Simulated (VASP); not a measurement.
Method: optB88-vdW, VASP's PBE PAW potentials (set 64) (plane waves; VASP).

VASP input:

File POSCAR:
```
PtS2
1.0
  1.7630573119  -3.0537049133   0.0000000000
  1.7630573119   3.0537049133   0.0000000000
  0.0000000000   0.0000000000   4.9495392283
Pt S
1 2
direct
  0.0000000000   0.0000000000   0.0000000000
  0.3333330000   0.6666670000   0.2440870310
  0.6666670000   0.3333330000   0.7559129690
```

INCAR:
```
SYSTEM=PtS2
PREC=Accurate; ENCUT=520; LREAL=.FALSE.
LASPH=.TRUE.
EDIFF=1E-7; NELM=100; ALGO=Normal
LMAXMIX=6
ISMEAR=0; SIGMA=0.05
GGA=BO; LUSE_VDW=.TRUE.; AGGAC=0.0
PARAM1=0.1833333333; PARAM2=0.22
IBRION=2; NSW=30; ISIF=4
EDIFFG=-0.01
LWAVE=.FALSE.; LCHARG=.FALSE.
```

KPOINTS:
```
Automatic
0
G
 7 7 5
```

POTCAR, in this order: Pt S (PBE.64 set). Program: vasp_std.

**Question.** Predict the energy per atom (σ→0).

**Answer.** 
* **energy per atom (σ→0)**: -313.2 kJ/mol-atom

### OSZICAR
```
...
DAV:   3    -0.973927872281E+01    0.72784E-03   -0.22794E-03  1142   0.433E-01    0.107E-01
DAV:   4    -0.973908198299E+01    0.19674E-03   -0.60797E-04  1086   0.188E-01    0.525E-02
DAV:   5    -0.973907471561E+01    0.72674E-05   -0.72211E-05  1142   0.663E-02    0.194E-02
DAV:   6    -0.973907607615E+01   -0.13605E-05   -0.82773E-06  1266   0.220E-02    0.869E-03
DAV:   7    -0.973907644828E+01   -0.37213E-06   -0.83613E-07  1121   0.952E-03    0.407E-03
DAV:   8    -0.973907659189E+01   -0.14362E-06   -0.16928E-07   732   0.400E-03    0.120E-03
DAV:   9    -0.973907660133E+01   -0.94374E-08   -0.18796E-08   480   0.128E-03
   6 F= -.97390766E+01 E0= -.97390732E+01  d E =-.525726E-02
```

The compound is PtS2 in the 1T layered structure. This cell is one point of a volume scan, at 0.94 of the reference volume. Symmetry was kept, so distortions that lower it aren't found.
